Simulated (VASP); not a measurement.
Data:

```yaml
crystal:
  lattice:
    - [4.03375, 0.00000, 0.00000]
    - [0.00000, 4.03375, 0.00000]
    - [0.00000, 0.00000, 4.03375]
  atoms:
    - { symbol: Ba, position: [0.00000, 0.00000, 0.00000] }
    - { symbol: Ti, position: [0.50000, 0.50000, 0.50000] }
    - { symbol: O, position: [0.50000, 0.00000, 0.50000] }
    - { symbol: O, position: [0.00000, 0.50000, 0.50000] }
    - { symbol: O, position: [0.50000, 0.50000, 0.00000] }
```

All values below come from PBE GGA, VASP's PBE PAW potentials (set 64) (plane waves; VASP). Settings: 520 eV cut-off, 10×10×10 Γ-centred mesh, Gaussian smearing of 0.010 eV, potentials Ba_sv Ti_sv O.

Unless said otherwise, spin-orbit coupling is left out, though it shifts the bands of the heavy elements here.

Q: Predict the energy per atom (σ→0), band gap (on the k-mesh) with the smallest direct gap where there is one.

A: 
```yaml
band gap (on the k-mesh): 1.70 eV
smallest direct gap (on the k-mesh): 1.87 eV
energy per atom (σ→0): -7.997 eV/atom
```

Only differences to runs with the same potentials and settings are physical.

The compound is BaTiO3 in the cubic perovskite structure, the ideal cubic form; the compound distorts at low or room temperature. It was relaxed first.
